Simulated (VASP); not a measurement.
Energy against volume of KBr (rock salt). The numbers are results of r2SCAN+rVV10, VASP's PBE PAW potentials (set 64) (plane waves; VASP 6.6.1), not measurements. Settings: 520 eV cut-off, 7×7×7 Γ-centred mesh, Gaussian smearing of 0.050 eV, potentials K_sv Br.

| V (Å³/atom) | E (eV/atom) |
|---|---|
| 32.977 | -11.35956 |
| 34.030 | -11.36563 |
| 35.082 | -11.36753 |
| 36.135 | -11.36594 |

**Question.** Fit these four points and predict the energy of the run at 37.187 Å³/atom.

**Answer.** A cubic in V^(−2/3), the third-order Birch-Murnaghan form, passes through the four points with V0 = 35.10 Å³/atom and B0 = 18 GPa, and gives -11.3614 eV/atom there. The run gave -11.3614 eV/atom, -0.0 meV/atom from the fit; all five points give B0 = 18 GPa.

The compound is KBr in the rock salt structure. It was relaxed first.
